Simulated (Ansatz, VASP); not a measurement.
# Ni (Ni(110)): VASP beside Ansatz, part 2 of 2

Wanted: the spread between two codes on one cell, functional and k mesh. The cell is taken from a series of runs on this material, whose earlier steps may have relaxed, scaled, displaced or heated it; both programs get it as it stands.

VASP 6.6.1 and Ansatz 0.2.0.

So far: Starting point; Ansatz: single point, LDA.

## Step 3: VASP: single point, LDA

Level of this step: LDA, spin-polarised from a ferromagnetic start; plane waves and PAW (Ni) (VASP).

The same cell, functional (in two slightly different forms), mesh and smearing now go to VASP, with its own data sets.

Lines of VASP's logs that name or quote its potential files are left out, and so is its time.

The input, INCAR:

```
SYSTEM = Ni
PREC = Accurate
ENCUT = 520
EDIFF = 1E-06
NELM = 200
ISMEAR = -1
SIGMA = 0.1
LREAL = .FALSE.
ALGO = Normal
GGA = PW92
NBANDS = 43
ISPIN = 2
MAGMOM = 0.77 0.65 0.64 0.64 0.65 0.77
LASPH = .TRUE.
LMAXMIX = 4
LORBIT = 11
LWAVE = .FALSE.
LCHARG = .FALSE.
ISIF = 2
LDIPOL = .TRUE.
IDIPOL = 3
DIPOL = 0.5 0.5 0.5
LVHAR = .TRUE.
GGA_COMPAT = .FALSE.
NELMDL = -8
KPAR = 2
```

The input, POSCAR:

```
Ni
1.0
    3.5200000000      0.0000000000      0.0000000000
    0.0000000000      2.4890158698      0.0000000000
    0.0000000000      0.0000000000     24.2225396744
Ni
6
Direct
    0.5000000000      0.5000000000      0.3715547635
    0.0000000000      0.0000000000      0.4229328581
    0.5000000000      0.5000000000      0.4743109527
    0.0000000000      0.0000000000      0.5256890473
    0.5000000000      0.5000000000      0.5770671419
    0.0000000000      0.0000000000      0.6284452365
```

The input, KPOINTS:

```
Automatic mesh
0
Gamma
14 20 1
0 0 0
```

Potentials, in the order of the species: Ni (LDA family, release 64).

The run is started by

```sh
$ mpirun -np 2 vasp_std
```

Numbers of over 12 decimals in the logs are rounded to 6 here.

What it wrote:

```text
[banner, memory and clock lines left out]
running    2 mpi-ranks, on    1 nodes
 distrk:  each k-point on    1 cores,    2 groups
 distr:  one band on    1 cores,    1 groups

 POSCAR found type information on POSCAR Ni
 POSCAR found :  1 types and       6 ions
|                                                                             |
|               ----> ADVICE to this user running VASP <----                  |
|                                                                             |
|     You enforced a specific xc type in the INCAR file but a different       |
|     [... a line on the potential file left out ...]
|     I HOPE YOU KNOW WHAT YOU ARE DOING!                                     |
|                                                                             |

 LDA part: xc-table for (Slater(with rela. corr.)+PW92), standard interpolation
 POSCAR, INCAR and KPOINTS ok, starting setup
 FFT: planning ... GRIDC
 FFT: planning ... GRID_SOFT
 FFT: planning ... GRID
 WAVECAR not read
 entering main loop
       N       E                     dE             d eps       ncg     rms          rms(c)
DAV:   1     0.418678035795E+03    0.41868E+03   -0.25920E+04 15136   0.143E+03
DAV:   2    -0.112105054169E+02   -0.42989E+03   -0.40835E+03 15221   0.318E+02
DAV:   3    -0.414604701839E+02   -0.30250E+02   -0.28607E+02 16391   0.121E+02
DAV:   4    -0.420053609285E+02   -0.54489E+00   -0.54363E+00 17240   0.182E+01
DAV:   5    -0.420189801233E+02   -0.13619E-01   -0.13619E-01 23210   0.175E+00
DAV:   6    -0.420191485214E+02   -0.16840E-03   -0.16840E-03 19813   0.186E-01
DAV:   7    -0.420191558018E+02   -0.72804E-05   -0.72804E-05 21746   0.321E-02
DAV:   8    -0.420191560760E+02   -0.27423E-06   -0.27422E-06 13438   0.512E-03    0.230E+01
DAV:   9    -0.441457317574E+02   -0.21266E+01   -0.66881E+01 17435   0.125E+02    0.366E+01
DAV:  10    -0.431304519187E+02    0.10153E+01   -0.62423E+01 17373   0.142E+02    0.269E+01
DAV:  11    -0.361755862010E+02    0.69549E+01   -0.88014E+00 20212   0.552E+01    0.110E+01
DAV:  12    -0.386730661055E+02   -0.24975E+01   -0.18106E+01 17588   0.799E+01    0.232E+01
DAV:  13    -0.367406087139E+02    0.19325E+01   -0.90012E+00 20008   0.433E+01    0.155E+01
DAV:  14    -0.361143144532E+02    0.62629E+00   -0.34972E+00 18714   0.247E+01    0.685E+00
[...]
DAV:  32    -0.360188070124E+02   -0.55797E-05   -0.75715E-07 10295   0.119E-02    0.281E-03
DAV:  33    -0.360188106519E+02   -0.36395E-05   -0.63040E-07 10578   0.579E-03    0.399E-03
DAV:  34    -0.360188119088E+02   -0.12568E-05   -0.14606E-07 10483   0.456E-03    0.240E-03
DAV:  35    -0.360188136985E+02   -0.17897E-05   -0.76835E-08 10111   0.354E-03    0.425E-03
DAV:  36    -0.360188149181E+02   -0.12196E-05   -0.44136E-08  9938   0.357E-03    0.252E-03
DAV:  37    -0.360188165077E+02   -0.15896E-05   -0.60126E-08  9881   0.323E-03    0.852E-04
DAV:  38    -0.360188176369E+02   -0.11292E-05   -0.23924E-08  9943   0.217E-03    0.322E-04
DAV:  39    -0.360188182061E+02   -0.56917E-06   -0.12733E-08  9977   0.814E-04
   1 F= -.36018818E+02 E0= -.35824125E+02  d E =-.389386E+00  mag=     3.8875
```

Parts of OUTCAR (step 3):

```text
ion  position               nearest neighbor table
   1  0.500  0.500  0.372-   3 2.49   2 2.49   2 2.49   2 2.49   2 2.49
   2  0.000  0.000  0.423-   4 2.49   1 2.49   1 2.49   1 2.49   1 2.49   3 2.49   3 2.49   3 2.49
                             3 2.49
   3  0.500  0.500  0.474-   1 2.49   5 2.49   4 2.49   4 2.49   4 2.49   4 2.49   2 2.49   2 2.49
                             2 2.49   2 2.49
   4  0.000  0.000  0.526-   2 2.49   6 2.49   3 2.49   3 2.49   3 2.49   3 2.49   5 2.49   5 2.49
                             5 2.49   5 2.49
   5  0.500  0.500  0.577-   3 2.49   6 2.49   6 2.49   6 2.49   6 2.49   4 2.49   4 2.49   4 2.49
                             4 2.49
   6  0.000  0.000  0.628-   4 2.49   5 2.49   5 2.49   5 2.49   5 2.49

  LATTYP: Found a simple orthorhombic cell.
 ALAT       =     2.4890158698
 B/A-ratio  =     1.4142135624
 C/A-ratio  =     9.7317738984

 Subroutine GETGRP returns: Found  8 space group operations
 (whereof  4 operations were pure point group operations)

The static configuration has the point symmetry C_2v.
 The point group associated with its full space group is D_2h.

 Found     88 irreducible k-points:

   k-points           NKPTS =     88   k-points in BZ     NKDIM =     88   number of bands    NBANDS=     43

   dimension x,y,z NGX =    28 NGY =   20 NGZ =  180
   dimension x,y,z NGXF=    56 NGYF=   40 NGZF=  360

   ENCUT  =  520.0 eV  38.22 Ry    6.18 a.u.   6.54  4.63 45.04*2*pi/ulx,y,z

   NELECT =      60.0000    total number of electrons

 k-points in reciprocal lattice and weights: Automatic mesh
   0.00000000  0.00000000  0.00000000       0.004
   0.07142857  0.00000000  0.00000000       0.007
   0.14285714  0.00000000  0.00000000       0.007
   0.21428571  0.00000000  0.00000000       0.007
   0.28571429  0.00000000  0.00000000       0.007
   0.35714286  0.00000000  0.00000000       0.007
   0.42857143  0.00000000  0.00000000       0.007
   0.50000000  0.00000000  0.00000000       0.004
   0.00000000  0.05000000  0.00000000       0.007
[...]
0.42857143  0.50000000  0.00000000       0.007
   0.50000000  0.50000000  0.00000000       0.004

 dipolmoment           0.000000      0.000000     -0.000000 electrons x Angstroem

 average (electrostatic) potential at core
       1 -91.2572       2 -91.5773       3 -91.6036       4 -91.6036       5 -91.5773
       6 -91.2572

 E-fermi :  -0.5300

 spin component 1
 k-point     1 :       0.0000    0.0000    0.0000
  band No.  band energies     occupation
    ...
     29      -1.2979      0.99954
     30      -1.1899      0.99864
     31      -1.1004      0.99668
     32      -1.0921      0.99639
     33      -0.9292      0.98187
     34      -0.2339      0.04922
     35       1.7439      0.00000
     36       2.9862      0.00000
     37       3.7434      0.00000
     38       4.2580      0.00000
    ...

 k-point     2 :       0.0714    0.0000    0.0000
  band No.  band energies     occupation
    ...
     29      -1.2974      0.99954
     30      -1.2132      0.99892
     31      -1.1365      0.99768
     32      -1.0528      0.99467
     33      -0.9439      0.98431
     34      -0.2198      0.04303
     35       1.7692      0.00000
     36       2.5916      0.00000
     37       3.7884      0.00000
     38       4.3159      0.00000
    ...

 k-point     3 :       0.1429    0.0000    0.0000
  band No.  band energies     occupation
    ...
     29      -1.2450      0.99922
     30      -1.2396      0.99917
     31      -1.1640      0.99824
     32      -1.0174      0.99242
     33      -0.9813      0.98915
     34      -0.1727      0.02732
     35       1.6977      0.00000
     36       1.8362      0.00000
     37       3.6996      0.00000
     38       3.8832      0.00000
    ...

 k-point     4 :       0.2143    0.0000    0.0000
  band No.  band energies     occupation
    ...
     29      -1.2252      0.99904
     30      -1.1784      0.99847
     31      -1.1751      0.99842
     32      -1.0207      0.99266
     33      -0.9985      0.99086
     34      -0.0812      0.01112
     35       0.6905      0.00001
     36       1.8730      0.00000
     37       2.5810      0.00000
     38       3.7509      0.00000
    ...

 k-point     5 :       0.2857    0.0000    0.0000
  band No.  band energies     occupation
    ...
     29      -1.2149      0.99894
     30      -1.1670      0.99829
     31      -1.1467      0.99791
     32      -1.0299      0.99330
     33      -1.0011      0.99109
     34      -0.2242      0.04486
     35       0.0738      0.00238
     36       1.2552      0.00000
     37       2.1774      0.00000
     38       2.9273      0.00000
    ...

 k-point     6 :       0.3571    0.0000    0.0000
  band No.  band energies     occupation
    ...
     30      -1.1476      0.99793
     31      -1.1322      0.99758
     32      -1.0262      0.99305
     33      -1.0129      0.99207
     34      -0.9007      0.97605
     35       0.2387      0.00046
     36       0.3227      0.00020
     37       1.9756      0.00000
     38       2.1271      0.00000
     39       5.3839      0.00000
    ...

  Total       -9.3437498     -9.5962138     -7.2043251      0.0000000      0.0000000      0.0000000
  in kB      -70.5410267    -72.4470143    -54.3893514      0.0000000      0.0000000      0.0000000
  external PRESSURE =     -65.7924642 kB  Pullay stress =       0.0000000 kB

  energy-cutoff  :      520.00
  volume of cell :      212.22
      direct lattice vectors                 reciprocal lattice vectors
     3.520000000  0.000000000  0.000000000     0.284090909  0.000000000  0.000000000
     0.000000000  2.489015870  0.000000000     0.000000000  0.401765217  0.000000000
     0.000000000  0.000000000 24.222539674     0.000000000  0.000000000  0.041283863

 POSITION                                       TOTAL-FORCE (eV/Angst)
 -----------------------------------------------------------------------------------
      1.76000      1.24451      9.00000         0.000000      0.000000      1.344391
      0.00000      0.00000     10.24451         0.000000      0.000000     -0.232686
      1.76000      1.24451     11.48902         0.000000      0.000000     -0.237064
      0.00000      0.00000     12.73352         0.000000      0.000000      0.237064
      1.76000      1.24451     13.97803         0.000000      0.000000      0.232686
      0.00000      0.00000     15.22254         0.000000      0.000000     -1.344391
 -----------------------------------------------------------------------------------
    total drift:                                0.000000      0.000000     -0.000000

  FREE ENERGIE OF THE ION-ELECTRON SYSTEM (eV)
  ---------------------------------------------------
  free  energy   TOTEN  =       -36.0188182061 eV

  energy  without entropy=      -35.6294320873  energy(sigma->0) =      -35.82412515

 vacuum level on the upper side and lower side of the slab         4.322         4.322

 total charge
# of ion       s       p       d       tot
------------------------------------------
    1        0.463   0.289   8.333   9.085
    2        0.492   0.463   8.311   9.267
    3        0.496   0.488   8.329   9.314
    4        0.496   0.488   8.329   9.314
    5        0.492   0.463   8.311   9.267
    6        0.463   0.289   8.333   9.085
--------------------------------------------------
tot          2.902   2.481  49.948  55.331

 magnetization (x)
# of ion       s       p       d       tot
------------------------------------------
    1       -0.000  -0.012   0.753   0.741
    2       -0.006  -0.019   0.641   0.616
    3       -0.005  -0.018   0.630   0.606
    4       -0.005  -0.018   0.630   0.606
    5       -0.006  -0.019   0.641   0.616
    6       -0.000  -0.012   0.753   0.741
--------------------------------------------------
tot         -0.024  -0.099   4.049   3.926

[... 6 further parts left out ...]
```

## Step 4: Comparison

Known differences besides the potentials themselves: VASP starts from the moments at which Ansatz ended; the data sets hold 108 valence electrons in Ansatz (on its default PAW (the set named soft_2) files) and 60 in VASP; the cutoff is 420 eV in Ansatz and 520 eV in VASP; VASP's log shows a relativistic correction to its local exchange, Ansatz's none; site moments are counted in spheres of each program's own size. Total energies have different zeros and are not compared.

Both answers:

```tsv
quantity	Ansatz	VASP	difference
total moment (μB)	3.96	3.89	+0.08
moment on Ni1 (μB)	0.77	0.74	+0.03
moment on Ni6 (μB)	0.77	0.74	+0.03
moment on Ni5 (μB)	0.65	0.62	+0.04
moment on Ni2 (μB)	0.65	0.62	+0.04
moment on Ni4 (μB)	0.64	0.61	+0.03
moment on Ni3 (μB)	0.64	0.61	+0.03
work function, lower of the two faces (eV)	4.86	4.85	+0.01
work function, higher of the two faces (eV)	4.86	4.85	+0.01
```

Forces (eV/Å; atoms numbered as in POSCAR):

```tsv
atom	Ansatz x, y, z	VASP x, y, z
Ni1	0.000, 0.000, 1.359	0.000, 0.000, 1.344
Ni2	0.000, 0.000, -0.246	0.000, 0.000, -0.233
Ni3	0.000, 0.000, -0.233	0.000, 0.000, -0.237
Ni4	0.000, 0.000, 0.233	0.000, 0.000, 0.237
Ni5	0.000, 0.000, 0.246	0.000, 0.000, 0.233
Ni6	0.000, 0.000, -1.359	0.000, 0.000, -1.344
```

The forces differ by 6.6 meV/Å r.m.s., which is 1.4 % of the r.m.s. force of 0.462 eV/Å (both taken over all components). With vacuum in the cell, a pressure given here is an average over mostly empty space and none of the material.

## Step 5: Outcome

```
r.m.s. force difference (single point, LDA) : 1.4 % of the r.m.s. force
```

What this shows: The r.m.s. force difference is 1.4 % of the r.m.s. force (single point, LDA), within the 3 % picked in this series as the mark of a large difference. The data sets hold unlike numbers of valence electrons (108 in Ansatz and 60 in VASP), so part of the differences comes from the potentials. Such differences can come from data sets, numerical settings and the points named under the comparisons, not from the functional's error against experiment.

[Lines on the potential files, build, host, timing and source positions are cut from VASP's logs without a mark.]

[Logs are printed without paths, hosts, clocks, repeated set-up lines and the standing remarks that a program may print on its own settings, such as how far it seeks lower states.]

[Hosts, paths, dates, database ids (printed as entryN), source tags and the programs' standing remarks are cut or masked in the printed files.]
